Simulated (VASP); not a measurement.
Computed with optB86b-vdW, VASP's PBE PAW potentials (set 64) (plane waves; VASP 6.6.1).

VASP ran on this input.

KPOINTS:
```
Automatic mesh
0
Gamma
9 9 5
0 0 0
```

### INCAR
```
SYSTEM = ZnO
PREC = Accurate
ENCUT = 520
EDIFF = 1E-7
NELM = 100
ALGO = Normal
LREAL = .FALSE.
LASPH = .TRUE.
ISMEAR = -5
GGA = MK
PARAM1 = 0.1234
PARAM2 = 1.0
LUSE_VDW = .TRUE.
AGGAC = 0.0
LMAXMIX = 4
LWAVE = .FALSE.
LCHARG = .TRUE.
LORBIT = 11
NEDOS = 601
ISIF = 2
LEFG = .TRUE.
```

File POSCAR:
```
ZnO
1
    1.6297416352    -2.8227957568     0.0000000000
    1.6297416352     2.8227957568     0.0000000000
    0.0000000000     0.0000000000     5.2612324414
Zn O
2 2
Direct
  0.6666670000   0.3333330000   0.5012852950
  0.3333330000   0.6666670000   0.0012852950
  0.6666670000   0.3333330000   0.8807147050
  0.3333330000   0.6666670000   0.3807147050
```

POTCAR, in this order: Zn O (PBE.64 set). Program: vasp_std.

The run wrote:

File OSZICAR:
```
       N       E                     dE             d eps       ncg     rms          rms(c)
DAV:   1     0.296671525177E+03    0.29667E+03   -0.19041E+04  1624   0.239E+03
DAV:   2     0.184540357055E+02   -0.27822E+03   -0.26757E+03  1698   0.443E+02
DAV:   3    -0.114112316236E+02   -0.29865E+02   -0.29671E+02  1854   0.154E+02
DAV:   4    -0.119884175249E+02   -0.57719E+00   -0.57650E+00  1758   0.228E+01
DAV:   5    -0.119927909943E+02   -0.43735E-02   -0.43733E-02  1830   0.192E+00    0.146E+01
DAV:   6    -0.870164945547E+01    0.32911E+01   -0.11758E+01  2702   0.733E+01    0.896E+00
DAV:   7    -0.886460369561E+01   -0.16295E+00   -0.26091E+00  1690   0.195E+01    0.535E+00
DAV:   8    -0.888750441890E+01   -0.22901E-01   -0.84673E-01  2316   0.906E+00    0.183E+00
DAV:   9    -0.882277704626E+01    0.64727E-01   -0.19085E-01  2484   0.797E+00    0.357E-01
DAV:  10    -0.882618830404E+01   -0.34113E-02   -0.55852E-02  1620   0.175E+00    0.133E-01
DAV:  11    -0.882616680468E+01    0.21499E-04   -0.12742E-03  2092   0.385E-01    0.316E-02
DAV:  12    -0.882620523866E+01   -0.38434E-04   -0.81800E-05  2042   0.112E-01    0.261E-02
DAV:  13    -0.882620495894E+01    0.27972E-06   -0.13349E-05  1932   0.630E-02    0.139E-02
DAV:  14    -0.882620334666E+01    0.16123E-05   -0.71081E-06  1882   0.291E-02    0.572E-03
DAV:  15    -0.882620274269E+01    0.60397E-06   -0.24038E-06  2134   0.167E-02    0.149E-03
DAV:  16    -0.882620270947E+01    0.33217E-07   -0.28637E-07  1294   0.594E-03
   1 F= -.88262027E+01 E0= -.88262027E+01  d E =0.000000E+00
```

**OUTCAR**
```
------------------------ aborting loop because EDIFF is reached ----------------------------------------
  FORCE on cell =-STRESS in cart. coord.  units (eV):
  Direction    XX          YY          ZZ          XY          YZ          ZX
  --------------------------------------------------------------------------------------
  Total       -0.0057807     -0.0057807     -0.0259278      0.0000000      0.0000000      0.0000000
  in kB       -0.1913280     -0.1913280     -0.8581443      0.0000000      0.0000000      0.0000000
  external PRESSURE =      -0.4136001 kB  Pullay stress =       0.0000000 kB
  volume of cell :       48.41
      direct lattice vectors                 reciprocal lattice vectors
     1.629741635 -2.822795757  0.000000000     0.306797095 -0.177129358  0.000000000
     1.629741635  2.822795757  0.000000000     0.306797095  0.177129358  0.000000000
     0.000000000  0.000000000  5.261232441     0.000000000  0.000000000  0.190069534
  FREE ENERGIE OF THE ION-ELECTRON SYSTEM (eV)
  ---------------------------------------------------
  free  energy   TOTEN  =        -8.8262027095 eV

  energy  without entropy=       -8.8262027095  energy(sigma->0) =       -8.82620271

 total charge

# of ion       s       p       d       tot
------------------------------------------
    1        0.456   0.476   9.899  10.830
    2        0.456   0.476   9.899  10.830
    3        1.544   3.445   0.000   4.989
    4        1.544   3.445   0.000   4.989
--------------------------------------------------
tot          4.001   7.841  19.798  31.639

 Electric field gradients after diagonalization (V/A^2)
 (convention: |V_zz| > |V_xx| > |V_yy|)
----------------------------------------------------------------------
 ion       V_xx      V_yy      V_zz     asymmetry (V_yy - V_xx)/ V_zz
----------------------------------------------------------------------
   1      -2.538    -2.537     5.074       0.000
   2      -2.538    -2.537     5.074       0.000
   3       0.687     0.678    -1.365       0.007
   4       0.687     0.678    -1.365       0.007
```
(Selected blocks of OUTCAR.)

The compound is ZnO in the wurtzite structure. It was relaxed first.
